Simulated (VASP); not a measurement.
# Band gap of WS2 (Tungstenite): cutoff, mesh and cell, part 2 of 2

Aim: test what besides the functional moves the gap of WS2 (Tungstenite). The starting structure is a measured crystal structure from the Crystallography Open Database. Cell and atoms stay as given unless a step says otherwise.

VASP 6.6.1.

Results so far: reference 0.938 eV; cell and atoms relaxed by LDA 0.870 eV; no band path 1.069 eV.

## (5) Bands with a cutoff of 500 eV

Level of this step: LDA; plane waves and PAW (W, S) (VASP).

Against step 2 the input has ENCUT = 500.

INCAR

```
SYSTEM = WS2
PREC = Accurate
ENCUT = 500
EDIFF = 1E-06
NELM = 100
ISMEAR = 0
SIGMA = 0.03
LREAL = .FALSE.
ALGO = Normal
GGA = CA
NBANDS = 34
LORBIT = 11
LWAVE = .FALSE.
LCHARG = .FALSE.
KPAR = 4
```

POSCAR

```
WS2
1.0
    3.1532000000      0.0000000000      0.0000000000
   -1.5766000000      2.7307513032      0.0000000000
    0.0000000000      0.0000000000     12.3230000000
W S
2 4
Direct
    0.6666666667      0.3333333333      0.7500000000
    0.3333333333      0.6666666667      0.2500000000
    0.6666666667      0.3333333333      0.3775000000
    0.3333333333      0.6666666667      0.8775000000
    0.6666666667      0.3333333333      0.1225000000
    0.3333333333      0.6666666667      0.6225000000
```

KPOINTS

```
Automatic mesh
0
Gamma
8 8 2
0 0 0
```

KPOINTS_OPT

```
Line mode
8
Line-mode
Reciprocal
  0.00000000   0.00000000   0.00000000 GAMMA
  0.50000000   0.00000000   0.00000000 M

  0.50000000   0.00000000   0.00000000 M
  0.33333333   0.33333333   0.00000000 K

  0.33333333   0.33333333   0.00000000 K
  0.00000000   0.00000000   0.00000000 GAMMA

  0.00000000   0.00000000   0.00000000 GAMMA
  0.00000000   0.00000000   0.50000000 A

  0.00000000   0.00000000   0.50000000 A
  0.50000000   0.00000000   0.50000000 L

  0.50000000   0.00000000   0.50000000 L
  0.33333333   0.33333333   0.50000000 H

  0.33333333   0.33333333   0.50000000 H
  0.00000000   0.00000000   0.50000000 A

  0.50000000   0.00000000   0.50000000 L
  0.50000000   0.00000000   0.00000000 M

  0.33333333   0.33333333   0.00000000 K
  0.33333333   0.33333333   0.50000000 H
```

Potentials, in the order of the species: W and S (LDA family, release 64).

The run is started by

```
$ mpirun -np 4 vasp_std
```

The log of the run:

```text
[... set-up lines as in an earlier step ...]
 entering main loop
       N       E                     dE             d eps       ncg     rms          rms(c)
DAV:   1     0.147914186626E+03    0.14791E+03   -0.15305E+04  1360   0.909E+02
DAV:   2    -0.432399664271E+02   -0.19115E+03   -0.17921E+03  1690   0.203E+02
DAV:   3    -0.552926208978E+02   -0.12053E+02   -0.11886E+02  1750   0.492E+01
DAV:   4    -0.554536956882E+02   -0.16107E+00   -0.16088E+00  1806   0.623E+00
[...]
DAV:  13    -0.526535410525E+02    0.51043E-06   -0.18966E-05  1616   0.185E-02    0.182E-02
DAV:  14    -0.526535400347E+02    0.10178E-05   -0.17802E-06  1198   0.734E-03    0.109E-02
DAV:  15    -0.526535399900E+02    0.44698E-07   -0.77480E-07   820   0.399E-03
   1 F= -.52653540E+02 E0= -.52653540E+02  d E =-.304803E-22
 Start KPOINTS_OPT (optional k-point list driver)
k-point batch [1-20\72]
       N       E                     dE             ncg
DAV:   1     0.413388512039E+04   -0.17102E+05     1360
DAV:   2     0.406380349260E+03   -0.37275E+04     1656
DAV:   3     0.176191336645E+03   -0.23019E+03     1752
DAV:   4     0.173189920433E+03   -0.30014E+01     1696
DAV:   5     0.173141840567E+03   -0.48080E-01     1758
DAV:   6     0.173140749055E+03   -0.10915E-02     1798
DAV:   7     0.173140720713E+03   -0.28342E-04     1752
DAV:   8     0.173140719916E+03   -0.79718E-06     1268
[...]
k-point batch [61-72\72]
       N       E                     dE             ncg
DAV:   1     0.882114845918E+04   -0.14734E+05      816
DAV:   2     0.664950641478E+04   -0.21716E+04     1002
DAV:   3     0.651801234685E+04   -0.13149E+03     1046
DAV:   4     0.651635304522E+04   -0.16593E+01      992
DAV:   5     0.651632735411E+04   -0.25691E-01     1056
DAV:   6     0.651632679760E+04   -0.55651E-03     1030
DAV:   7     0.651632678542E+04   -0.12178E-04     1056
DAV:   8     0.651632678514E+04   -0.28440E-06      668
```

Wall time 21 s (4 MPI ranks of AMD EPYC 9R45, shared host); peak memory 0.91 GiB; 82 s of CPU time.

From OUTCAR (step 5):

```text
  Total       -2.7659769     -2.7659769     -2.7409862     -0.0000000      0.0000000      0.0000000
  in kB      -41.7646657    -41.7646657    -41.3873213     -0.0000000      0.0000000      0.0000000
  external PRESSURE =     -41.6388842 kB  Pullay stress =       0.0000000 kB

 POSITION                                       TOTAL-FORCE (eV/Angst)
 -----------------------------------------------------------------------------------
      1.57660      0.91025      9.24225         0.000000     -0.000000      0.000000
     -0.00000      1.82050      3.08075         0.000000      0.000000      0.000000
      1.57660      0.91025      4.65193        -0.000000     -0.000000     -0.368090
     -0.00000      1.82050     10.81343        -0.000000      0.000000     -0.368090
      1.57660      0.91025      1.50957         0.000000     -0.000000      0.368090
     -0.00000      1.82050      7.67107        -0.000000      0.000000      0.368090
 -----------------------------------------------------------------------------------
    total drift:                               -0.000000      0.000000     -0.000000

  FREE ENERGIE OF THE ION-ELECTRON SYSTEM (eV)
  ---------------------------------------------------
  free  energy   TOTEN  =       -52.6535399900 eV

  energy  without entropy=      -52.6535399900  energy(sigma->0) =      -52.65353999

[... 1 part as in an earlier step ...]

[... 2 further parts left out ...]
[key lines of the parts left out:]
E-fermi :   6.4759
```

With a cutoff of 500 eV the gap is 0.938 eV, +0.000 eV from the reference.

## (6) Bands with a 10×10×4 mesh

Against step 2 the input has a 10×10×4 mesh.

Changes to INCAR since step 5:

```diff
@@ -2,3 +2,3 @@
 PREC = Accurate
-ENCUT = 500
+ENCUT = 350
 EDIFF = 1E-06
```

POSCAR is that of step 5.

KPOINTS

```
Automatic mesh
0
Gamma
10 10 4
0 0 0
```

KPOINTS_OPT is that of step 5.

The run is started by

```
$ mpirun -np 4 vasp_std
```

The log of the run:

```text
[... set-up lines as in an earlier step ...]
 entering main loop
       N       E                     dE             d eps       ncg     rms          rms(c)
DAV:   1     0.112293965098E+03    0.11229E+03   -0.12434E+04  2856   0.685E+02
DAV:   2    -0.465029983559E+02   -0.15880E+03   -0.15028E+03  3576   0.175E+02
DAV:   3    -0.553383553467E+02   -0.88354E+01   -0.87250E+01  3672   0.412E+01
DAV:   4    -0.554490238280E+02   -0.11067E+00   -0.11056E+00  3654   0.506E+00
[...]
DAV:  13    -0.526470874891E+02    0.17043E-05   -0.20843E-05  3304   0.189E-02    0.180E-02
DAV:  14    -0.526470864569E+02    0.10322E-05   -0.20976E-06  2684   0.774E-03    0.111E-02
DAV:  15    -0.526470864062E+02    0.50698E-07   -0.76133E-07  1714   0.403E-03
   1 F= -.52647086E+02 E0= -.52647086E+02  d E =-.141673E-19
 Start KPOINTS_OPT (optional k-point list driver)
k-point batch [1-42\72]
       N       E                     dE             ncg
DAV:   1     0.757407209811E+04   -0.17931E+05     2856
DAV:   2     0.926084568369E+03   -0.66480E+04     3598
DAV:   3     0.556235605437E+03   -0.36985E+03     3574
DAV:   4     0.551711591612E+03   -0.45240E+01     3624
DAV:   5     0.551633212177E+03   -0.78379E-01     3656
DAV:   6     0.551631334891E+03   -0.18773E-02     3732
DAV:   7     0.551631283836E+03   -0.51054E-04     3684
DAV:   8     0.551631282452E+03   -0.13849E-05     2546
DAV:   9     0.551631282223E+03   -0.22810E-06     2534
k-point batch [43-72\72]
       N       E                     dE             ncg
DAV:   1     0.116816684380E+05   -0.26653E+05     2040
DAV:   2     0.718569942661E+04   -0.44960E+04     2488
DAV:   3     0.693666541985E+04   -0.24903E+03     2620
DAV:   4     0.693381402110E+04   -0.28514E+01     2520
DAV:   5     0.693376914430E+04   -0.44877E-01     2624
DAV:   6     0.693376815871E+04   -0.98559E-03     2614
DAV:   7     0.693376813474E+04   -0.23963E-04     2606
DAV:   8     0.693376813414E+04   -0.59965E-06     1790
```

It took 17 s on 4 MPI ranks; peak memory 0.86 GiB.

From OUTCAR (step 6):

```text
  Total       -2.8407681     -2.8407681     -2.8115571     -0.0000000      0.0000000      0.0000000
  in kB      -42.8939704    -42.8939704    -42.4529014     -0.0000000      0.0000000      0.0000000
  external PRESSURE =     -42.7469474 kB  Pullay stress =       0.0000000 kB

 POSITION                                       TOTAL-FORCE (eV/Angst)
 -----------------------------------------------------------------------------------
      1.57660      0.91025      9.24225         0.000000      0.000000      0.000000
     -0.00000      1.82050      3.08075         0.000000      0.000000      0.000000
      1.57660      0.91025      4.65193         0.000000      0.000000     -0.367622
     -0.00000      1.82050     10.81343        -0.000000     -0.000000     -0.367622
      1.57660      0.91025      1.50957         0.000000      0.000000      0.367622
     -0.00000      1.82050      7.67107        -0.000000     -0.000000      0.367622
 -----------------------------------------------------------------------------------
    total drift:                               -0.000000      0.000000     -0.000000

  FREE ENERGIE OF THE ION-ELECTRON SYSTEM (eV)
  ---------------------------------------------------
  free  energy   TOTEN  =       -52.6470864062 eV

  energy  without entropy=      -52.6470864062  energy(sigma->0) =      -52.64708641

[... 1 part as in an earlier step ...]

[... 2 further parts left out ...]
[key lines of the parts left out:]
E-fermi :   6.4588
```

With a 10×10×4 mesh the gap is 0.938 eV, +0.000 eV from the reference.

## (7) The runs compared

```csv
run,gap (eV),change (eV),core minutes
reference,0.938,-,0.8
cell and atoms relaxed by LDA,0.87,-0.068,0.787
no band path,1.069,0.13,0.24
a cutoff of 500 eV,0.938,0.0,1.4
a 10×10×4 mesh,0.938,0.0,1.15
```

Core minutes are wall time times ranks of the run shown, on a shared host.

## (8) Results

```
reference gap                          : 0.938 eV
gap with cell and atoms relaxed by LDA : 0.870 eV
gap with no band path                  : 1.069 eV
gap with a cutoff of 500 eV            : 0.938 eV
gap with a 10×10×4 mesh                : 0.938 eV
```

Among the runs that read a gap along the path, the one with cell and atoms relaxed by LDA moves it most, by -0.068 eV. On finer settings it changes by +0.000 eV with a cutoff of 500 eV and +0.000 eV with a 10×10×4 mesh. Read on the mesh alone, without a band path, the gap comes out +0.130 eV from the reference: such a gap is an upper bound, and here at least one band edge lies off the mesh points. The functional's own error isn't tested here. Further runs on this material are not shown.

[Lines on the potential files, build, host, timing and source positions are cut from VASP's logs without a mark.]

[Logs are printed without paths, hosts, clocks, repeated set-up lines and the standing remarks that a program may print on its own settings, such as how far it seeks lower states.]

[Hosts, paths, dates, database ids (printed as entryN), source tags and the programs' standing remarks are cut or masked in the printed files.]
